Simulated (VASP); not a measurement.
```
YB
1.0
    0.00000     2.83899     2.83899
    2.83899     0.00000     2.83899
    2.83899     2.83899     0.00000
Y B
1 1
Direct
  0.00000   0.00000   0.00000
  0.25000   0.25000   0.25000
```

Computed with PBEsol GGA, VASP's PBE PAW potentials (set 64) (plane waves; VASP). Run with 520 eV cut-off, 12×12×12 Γ-centred mesh, tetrahedra with Blöchl corrections, potentials Y_sv B.

**Question.** Predict the energy per atom (σ→0), band gap (on the k-mesh) with the smallest direct gap where there is one.

**Answer.** 
* **band gap (on the k-mesh)**: none (metal, semimetal or under 0.01 eV)
* **energy per atom (σ→0)**: -5.968 eV/atom

Total energies compare only between runs with the same potentials, cut-off and functional.

The structure was generated: YB was put into the zinc blende type (F-43m), which need not be its known phase. It was relaxed first, which changed the volume by -28 %.
